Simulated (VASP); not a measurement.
Crystal: WS2.

```
W S
1.0
     3.18422    0.00000    0.00000
    -1.59211    2.75762    0.00000
     0.00000    0.00000   12.97828
W S
2 4
Direct
  0.33333 0.66667 0.25000
  0.66667 0.33333 0.75000
  0.33333 0.66667 0.62980
  0.66667 0.33333 0.12980
  0.33333 0.66667 0.87020
  0.66667 0.33333 0.37020
```

The cell is a database's computed one.

* Program: VASP 6.6.1
* Task: relaxation of cell and atoms
* Functional: LDA
* Potentials or basis: VASP PAW LDA potentials, release 64 (W_sv, S)
* Cutoff: 600 eV
* k mesh: 12 × 12 × 2
* Occupations: gaussian, width 0.02 eV
* Spin: no spin polarisation

At the start: pressure -5.3 GPa; volume 18.99 Å³/atom.

Task: Where does the relaxation end?

Result: Over 17 steps the energy falls by 19.9 meV/atom and the volume is 17.22 Å³/atom (-9.4 %); space group P6_3/mmc (No. 194, to 0.05 Å).

The path:
```
step  energy change (eV)  largest force (eV/Å)  pressure (GPa)  volume (Å³)
   1              0.0000                0.2825           -5.34       113.96
   2              0.2121                1.7315           12.84       103.83
   3             -0.0645                0.3125           -0.22       110.53
   4             -0.0645                0.3250           -0.10       110.46
   5             -0.0780                0.0650           -0.15       109.52
   6             -0.0781                0.0824           -0.14       109.59
   7             -0.0813                0.0813           -0.16       109.26
   8             -0.0905                0.0791           -0.15       108.28
   9             -0.1066                0.0798           -0.05       106.33
  10             -0.1174                0.0919            0.63       102.42
  11             -0.1185                0.0978            0.44       103.39
  12             -0.1119                0.2613           -1.87       103.71
  13             -0.1193                0.0077           -0.14       103.47
  14             -0.1194                0.0070            0.01       103.24
  15             -0.1194                0.0023           -0.04       103.31
  16             -0.1194                0.0156            0.09       103.25
  17             -0.1194                0.0038            0.01       103.29
```

Final structure:
```yaml
crystal:
  lattice:
    - [3.12954, 0.00000, 0.00000]
    - [-1.56477, 2.71026, 0.00000]
    - [0.00000, 0.00000, 12.17782]
  atoms:
    - { symbol: W, position: [0.33333, 0.66667, 0.25000] }
    - { symbol: W, position: [0.66667, 0.33333, 0.75000] }
    - { symbol: S, position: [0.33333, 0.66667, 0.62164] }
    - { symbol: S, position: [0.66667, 0.33333, 0.12164] }
    - { symbol: S, position: [0.33333, 0.66667, 0.87836] }
    - { symbol: S, position: [0.66667, 0.33333, 0.37836] }
```
